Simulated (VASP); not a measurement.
# ZnMo3 (Pm-3m) in VASP: notebook

Runs on ZnMo3. Level: PBE. Tasks: single point.

Everything below comes from runs of VASP 6.6.1. Logs are shortened: lines on timing, memory, paths and dates and some standing lists are left out, and cuts for length are marked.

### 1 The cell of the first run

The structure is cubic, space group Pm-3m (No. 221). The conventional cell has a = 3.848 Å, b = 3.848 Å, c = 3.848 Å, α = 90.00°, β = 90.00°, γ = 90.00°. Zn (site symmetry m-3m) has 12 Mo at 2.72 Å as nearest neighbours. Mo (site symmetry 4/mmm) has 4 Zn at 2.72 Å and 8 Mo at 2.72 Å as nearest neighbours.

The cell comes from a database or a generator and needn't be the stable form of this composition.

### 2 Single point, PBE (strained and moved within the space group)

The input, INCAR:

```
  ALGO = Normal
  EDIFF = 1E-6
  ENCUT = 520
  GGA = PE
  ISIF = 2
  ISMEAR = 0
  LASPH = T
  LCHARG = F
  LREAL = F
  LWAVE = F
  NBANDS = 35
  NELM = 100
  PREC = Accurate
  SIGMA = 0.1
```

The input, KPOINTS:

```
k-points
0
Gamma
  10 10 10
```

The input, POSCAR:

```
ZnMo3
1.0
    3.8482817148      0.0000000000      0.0000000000
    0.0000000000      3.8482817148      0.0000000000
    0.0000000000      0.0000000000      3.8482817148
Zn Mo
1 3
Direct
    0.0000000000      0.0000000000      0.0000000000
    0.0000000000      0.5000000000      0.5000000000
    0.5000000000      0.0000000000      0.5000000000
    0.5000000000      0.5000000000      0.0000000000
```

Potentials or basis: VASP PAW PBE potentials, release 64 (Zn, Mo_sv).

Started as:

```sh
cat potpaw_PBE.64/Zn/POTCAR potpaw_PBE.64/Mo_sv/POTCAR > POTCAR
mpirun -np 1 vasp_std > vasp.out
```

OUTCAR:

```text
EDIFF = 1E-6
   ENCUT = 520
   GGA = PE
   ISIF = 2
   ISMEAR = 0
   LASPH = T
   LREAL = F
   NELM = 100
   PREC = Accurate

 ion  position               nearest neighbor table
   1  0.000  0.000  0.000-   2 2.72   3 2.72   4 2.72   2 2.72   3 2.72   2 2.72   4 2.72   2 2.72
                             3 2.72   4 2.72   3 2.72   4 2.72
   2  0.000  0.500  0.500-   1 2.72   3 2.72   4 2.72   1 2.72   4 2.72   1 2.72   3 2.72   1 2.72
                             3 2.72   4 2.72   4 2.72   3 2.72
   3  0.500  0.000  0.500-   1 2.72   2 2.72   4 2.72   1 2.72   4 2.72   2 2.72   4 2.72   4 2.72
                             1 2.72   2 2.72   1 2.72   2 2.72
   4  0.500  0.500  0.000-   1 2.72   2 2.72   3 2.72   2 2.72   3 2.72   1 2.72   3 2.72   3 2.72
                             1 2.72   2 2.72   2 2.72   1 2.72

  LATTYP: Found a simple cubic cell.
 ALAT       =     3.8482817148

  Lattice vectors:

 A1 = (   3.8482817148,   0.0000000000,   0.0000000000)
 A2 = (   0.0000000000,   3.8482817148,   0.0000000000)
 A3 = (   0.0000000000,   0.0000000000,   3.8482817148)

Analysis of symmetry for initial positions (statically):
=====================================================================
 Subroutine PRICEL returns:
 Original cell was already a primitive cell.

 Routine SETGRP: Setting up the symmetry group for a
 simple cubic supercell.

 Subroutine GETGRP returns: Found 48 space group operations
 (whereof 48 operations were pure point group operations)
 out of a pool of 48 trial point group operations.

The static configuration has the point symmetry O_h .

Analysis of symmetry for dynamics (positions and initial velocities):
=====================================================================
 Subroutine PRICEL returns:
 Original cell was already a primitive cell.

 Routine SETGRP: Setting up the symmetry group for a
 simple cubic supercell.

 Subroutine GETGRP returns: Found 48 space group operations
 (whereof 48 operations were pure point group operations)
 out of a pool of 48 trial point group operations.

The dynamic configuration has the point symmetry O_h .

 Subroutine INISYM returns: Found 48 space group operations
 (whereof 48 operations are pure point group operations),
 and found     1 'primitive' translations

----------------------------------------------------------------------------------------

                                     Primitive cell

  volume of cell :      56.9903

  direct lattice vectors                    reciprocal lattice vectors
     3.848281715  0.000000000  0.000000000     0.259856236  0.000000000  0.000000000
     0.000000000  3.848281715  0.000000000     0.000000000  0.259856236  0.000000000
     0.000000000  0.000000000  3.848281715     0.000000000  0.000000000  0.259856236

  length of vectors
     3.848281715  3.848281715  3.848281715     0.259856236  0.259856236  0.259856236

  position of ions in fractional coordinates (direct lattice)
     0.000000000  0.000000000  0.000000000
     0.000000000  0.500000000  0.500000000
     0.500000000  0.000000000  0.500000000
     0.500000000  0.500000000  0.000000000

  ion indices of the primitive-cell ions
   primitive index   ion index
                 1           1
                 2           2
                 3           3
                 4           4

----------------------------------------------------------------------------------------

 KPOINTS: k-points

Automatic generation of k-mesh.
 Grid dimensions read from file:
 generate k-points for:   10   10   10

 Generating k-lattice:

  Cartesian coordinates                     Fractional coordinates (reciprocal lattice)
     0.025985624  0.000000000  0.000000000     0.100000000  0.000000000  0.000000000
     0.000000000  0.025985624  0.000000000     0.000000000  0.100000000  0.000000000
     0.000000000  0.000000000  0.025985624     0.000000000  0.000000000  0.100000000

  Length of vectors
     0.025985624  0.025985624  0.025985624

  Shift w.r.t. Gamma in fractional coordinates (k-lattice)
     0.000000000  0.000000000  0.000000000

 Subroutine IBZKPT returns following result:
 ===========================================

 Found     56 irreducible k-points:

 Following reciprocal coordinates:
            Coordinates               Weight
  0.000000  0.000000  0.000000      1.000000
  0.100000  0.000000  0.000000      6.000000
  0.200000  0.000000  0.000000      6.000000
  0.300000  0.000000  0.000000      6.000000
  0.400000  0.000000  0.000000      6.000000
  0.500000  0.000000  0.000000      3.000000
[... 16 lines left out ...]
  0.200000  0.100000  0.100000     24.000000
  0.300000  0.100000  0.100000     24.000000
 [... further k-points ...]
   k-points           NKPTS =     56   k-points in BZ     NKDIM =     56   number of bands    NBANDS=     35
   number of dos      NEDOS =    301   number of ions     NIONS =      4
   total plane-waves  NPLWV =  27000
   dimension x,y,z NGX =    30 NGY =   30 NGZ =   30
   dimension x,y,z NGXF=    60 NGYF=   60 NGZF=   60
   ions per type =               1   3
   NGX,Y,Z   is equivalent  to a cutoff of  12.96, 12.96, 12.96 a.u.
   NGXF,Y,Z  is equivalent  to a cutoff of  25.92, 25.92, 25.92 a.u.
 SYSTEM =  unknown system
   PREC   = accura    normal or accurate (medium, high low for compatibility)
   ISTART =      0    job   : 0-new  1-cont  2-samecut
   ICHARG =      2    charge: 1-file 2-atom 10-const
   ISPIN  =      1    spin polarized calculation?
   LNONCOLLINEAR =      F non collinear calculations
   LSORBIT =      F    spin-orbit coupling
   LASPH  =      T    aspherical Exc in radial PAW
   ENCUT  =  520.0 eV  38.22 Ry    6.18 a.u.   7.16  7.16  7.16*2*pi/ulx,y,z
   NELM   =    100;   NELMIN=  2; NELMDL= -5     # of ELM steps
   EDIFF  = 0.1E-05   stopping-criterion for ELM
   LREAL  =      F    real-space projection
   EDIFFG = 0.1E-04   stopping-criterion for IOM
   NSW    =      0    number of steps for IOM
   IBRION =     -1    ionic relax: 0-MD 1-quasi-New 2-CG
   NFREE  =      0    steps in history (QN), initial steepest desc. (CG)
   ISIF   =      2    stress and relaxation
   ISYM   =      2    0-nonsym 1-usesym 2-fastsym
   POTIM  = 0.5000    time-step for ionic-motion
   TEBEG  =    0.0;   TEEND  =   0.0 temperature during run
   PSTRESS=    0.0 pullay stress
   NELECT =      54.0000    total number of electrons
   NUPDOWN=      -1.0000    fix difference up-down
   EMIN   =  10.00;   EMAX   =-10.00  energy-range for DOS
   EFERMI =   0.00;   METHOD = LEGACY
   ISMEAR =     0;   SIGMA  =   0.10  broadening in eV -4-tet -1-fermi 0-gaus
   EFERMI_NEDOS =   21; number of points for ismear=-14 and -15
   IALGO  =     38    algorithm
   IMIX   =      4    mixing-type and parameters
     AMIX     =   0.40;   BMIX     =  1.00
     AMIX_MAG =   1.60;   BMIX_MAG =  1.00
  volume/ion in A,a.u.               =      14.25        96.15
  Fermi-wavevector in a.u.,A,eV,Ry     =   1.607950  3.038585 35.177910  2.585503
  Thomas-Fermi vector in A             =   2.703897
   LORBIT       =      0    0 simple, 1 ext, 2 COOP (PROOUT), +10 PAW based schemes
   GGA     = PE    functional components
   LHFCALC =     F    Hartree Fock is set to
   AEXX    =    0.0000 exact exchange contribution
   IVDW    =     0    specifies the selected vdW correction
   LEPSILON=     F    determine dielectric tensor
   LRPA    =     F    only Hartree local field effects (RPA)
 non-spin polarized calculation
 Gauss-broadening in eV      SIGMA  =   0.10
  energy-cutoff  :      520.00
  volume of cell :       56.99
 maximum number of plane-waves:      1568
 NGX is ok and might be reduce to    30
   NGX = 15   NGY = 15   NGZ = 15

 number of electron      53.9999966 magnetization

 Free energy of the ion-electron system (eV)
  ---------------------------------------------------
  ext. energy  EPLUGINS =         0.00000000
  ---------------------------------------------------
  free energy    TOTEN  =       -33.01153568 eV

  energy without entropy =      -33.00294130  energy(sigma->0) =      -33.00723849

 E-fermi :  11.3089     XC(G=0): -13.4487

 val. band max:       11.2824493728   @ k =   0.2000   0.2000   0.1000
 cond. band min:      11.3312767914   @ k =   0.4000   0.3000   0.0000
 fundamental gap:      0.0488274186
 Fermi energy:        11.3088625253

 k-point     1 :       0.0000    0.0000    0.0000
  band No.  band energies     occupation
      1     -49.7632      2.00000
      2     -49.4088      2.00000
      3     -49.4088      2.00000
      4     -24.3273      2.00000
      5     -24.3273      2.00000
      6     -24.3273      2.00000
[... 27 lines left out ...]
     34      16.3222      0.00000
     35      16.3222      0.00000

 k-point     2 :       0.1000    0.0000    0.0000
  band No.  band energies     occupation
      1     -49.7556      2.00000
      2     -49.4166      2.00000
      3     -49.4087      2.00000
      4     -24.3106      2.00000
      5     -24.3106      2.00000
      6     -24.3018      2.00000
[... 27 lines left out ...]
     34      16.2779      0.00000
     35      16.2824      0.00000

 k-point     3 :       0.2000    0.0000    0.0000
  band No.  band energies     occupation
      1     -49.7338      2.00000
      2     -49.4388      2.00000
      3     -49.4083      2.00000
      4     -24.2636      2.00000
      5     -24.2636      2.00000
      6     -24.2271      2.00000
[... 27 lines left out ...]
     34      16.3248      0.00000
     35      16.6768      0.00000

 k-point     4 :       0.3000    0.0000    0.0000
  band No.  band energies     occupation
      1     -49.7011      2.00000
      2     -49.4720      2.00000
      3     -49.4080      2.00000
      4     -24.1962      2.00000
      5     -24.1962      2.00000
      6     -24.1082      2.00000
[... 27 lines left out ...]
     34      16.3271      0.00000
     35      17.7167      0.00000

 k-point     5 :       0.4000    0.0000    0.0000
  band No.  band energies     occupation
      1     -49.6651      2.00000
      2     -49.5084      2.00000
      3     -49.4077      2.00000
      4     -24.1292      2.00000
      5     -24.1292      2.00000
      6     -23.9561      2.00000
[... 638 lines left out ...]
 k-point    22 :       0.1000    0.1000    0.1000
  band No.  band energies     occupation
      1     -49.7408      2.00000
      2     -49.4200      2.00000
      3     -49.4200      2.00000
      4     -24.3423      2.00000
      5     -24.2351      2.00000
      6     -24.2351      2.00000
[... 27 lines left out ...]
     34      16.0704      0.00000
     35      16.4902      0.00000

 k-point    23 :       0.2000    0.1000    0.1000
  band No.  band energies     occupation
      1     -49.7199      2.00000
      2     -49.4412      2.00000
      3     -49.4197      2.00000
      4     -24.3321      2.00000
      5     -24.1907      2.00000
      6     -24.1362      2.00000
[... 27 lines left out ...]
     34      15.9158      0.00000
     35      16.7073      0.00000

 k-point    24 :       0.3000    0.1000    0.1000
  band No.  band energies     occupation
      1     -49.6884      2.00000
      2     -49.4731      2.00000
      3     -49.4193      2.00000
      4     -24.2840      2.00000
      5     -24.1244      2.00000
      6     -24.0259      2.00000
[... 27 lines left out ...]
     34      15.7394      0.00000
     35      17.4293      0.00000

 [... further k-points ...]

------------------------ aborting loop because EDIFF is reached ----------------------------------------

  FORCE on cell =-STRESS in cart. coord.  units (eV):
  Direction    XX          YY          ZZ          XY          YZ          ZX
  --------------------------------------------------------------------------------------
  -------------------------------------------------------------------------------------
  Total        6.0934161      6.0934161      6.0934161      0.0000000      0.0000000      0.0000000
  in kB      171.3053180    171.3053180    171.3053180      0.0000000      0.0000000      0.0000000
  external PRESSURE =     171.3053180 kB  Pullay stress =       0.0000000 kB

 VOLUME and BASIS-vectors are now :
 -----------------------------------------------------------------------------
  energy-cutoff  :      520.00
  volume of cell :       56.99
      direct lattice vectors                 reciprocal lattice vectors
     3.848281715  0.000000000  0.000000000     0.259856236  0.000000000  0.000000000
     0.000000000  3.848281715  0.000000000     0.000000000  0.259856236  0.000000000
     0.000000000  0.000000000  3.848281715     0.000000000  0.000000000  0.259856236

 POSITION                                       TOTAL-FORCE (eV/Angst)
 -----------------------------------------------------------------------------------
      0.00000      0.00000      0.00000         0.000000      0.000000      0.000000
      0.00000      1.92414      1.92414         0.000000      0.000000      0.000000
      1.92414      0.00000      1.92414         0.000000      0.000000      0.000000
      1.92414      1.92414      0.00000         0.000000      0.000000      0.000000
 -----------------------------------------------------------------------------------
    total drift:                                0.000000      0.000000     -0.000000

  FREE ENERGIE OF THE ION-ELECTRON SYSTEM (eV)
  ---------------------------------------------------
  free  energy   TOTEN  =       -33.0115356801 eV

  energy  without entropy=      -33.0029413022  energy(sigma->0) =      -33.00723849
```

Run time: 51 s. Hardware: 1 thread of Intel Xeon 6975P-C (Granite Rapids), shared host; peak memory 0.23 GiB.

Results:

* Free energy: -33.0115 eV
* Pressure: 17.1 GPa
* Band gap on the k mesh: none (metal or under the smearing width)

Levels at points of the mesh, in eV from the Fermi level:
```
           k point  band 25  band 26  band 27  band 28  band 29  band 30
(0.00, 0.00, 0.00)     0.99     0.99     0.99     2.19     2.19     2.19
(0.50, 0.00, 0.00)    -0.89    -0.89    -0.41     0.04     0.33     0.91
(0.50, 0.50, 0.00)    -2.32    -0.77    -0.77     0.27     0.27     0.32
(0.50, 0.50, 0.50)    -0.34    -0.34    -0.34     0.78     0.78     0.78
```

Caveat: so large a pressure means that the cell lies far from this level's equilibrium, or that cutoff or potentials fall short.

[end of part 1 of 2]
